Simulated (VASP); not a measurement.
An input for Ansatz (written as the equivalent of a VASP run, and not itself run):

Ansatz 0.2 input:
```yaml
crystal:
  lattice:
    - [1.3700000, -2.3729100, 0.0000000]
    - [1.3700000, 2.3729100, 0.0000000]
    - [0.0000000, 0.0000000, 4.3900000]
  atoms:
    - { symbol: Tc, position: [0.3333330, 0.6666670, 0.2500000] }
    - { symbol: Tc, position: [0.6666670, 0.3333330, 0.7500000] }
kpoints:
  mp_grid: { grid: [14, 14, 8] }
hamiltonian:
  xc: r2scan
  pseudopotentials: { kind: paw }
scf:
  occupations: { method: methfessel_paxton, width: 0.1 }
  max_iter: 100
relax:
  max_steps: 60
  f_tol: 0.01
  cell: {}
output: { forces: true, stress: true, eigenvalues: true }
```

### Question
Translate this input to VASP (INCAR, KPOINTS, POSCAR, choice of POTCAR).

### Answer
This is not unique; one that fits is 
File POSCAR:
```
Tc
1
    1.3700000000    -2.3729100000     0.0000000000
    1.3700000000     2.3729100000     0.0000000000
    0.0000000000     0.0000000000     4.3900000000
Tc
2
Direct
  0.3333330000   0.6666670000   0.2500000000
  0.6666670000   0.3333330000   0.7500000000
```

**KPOINTS**
```
K-points
0
gamma
14 14 8
0 0 0
```

### INCAR
```
NELM = 100   # most electronic steps
LWAVE = .False.
EDIFFG = -0.01   # ionic stop
EDIFF = 1E-6   # SCF stop (eV)
PREC = Accurate
NSW = 60
SIGMA = 0.1
LREAL = .False.
METAGGA = R2SCAN
LASPH = .True.   # aspherical one-centre terms
IBRION = 2   # conjugate gradients
ISIF = 3
ENCUT = 400
LMAXMIX = 4   # l cut-off of mixed one-centre charges
LMIXTAU = .True.
SYSTEM = Tc
ISMEAR = 1
LCHARG = .False.
ALGO = Normal
```

POTCAR, in this order: Tc_pv (PBE.64 set). Program: vasp_std.

The two are equivalent in intent, not identical: each code has its own PAW files, so the cut-off isn't converted (ENCUT is set for VASP's; basis.ecutwfc is left out, and Ansatz then takes the one that its files recommend); Ansatz stops its SCF on the density residual and VASP on the energy change (EDIFF).

The compound is Tc in the hcp structure. This run relaxes it. Symmetry was kept, so distortions that lower it aren't found.
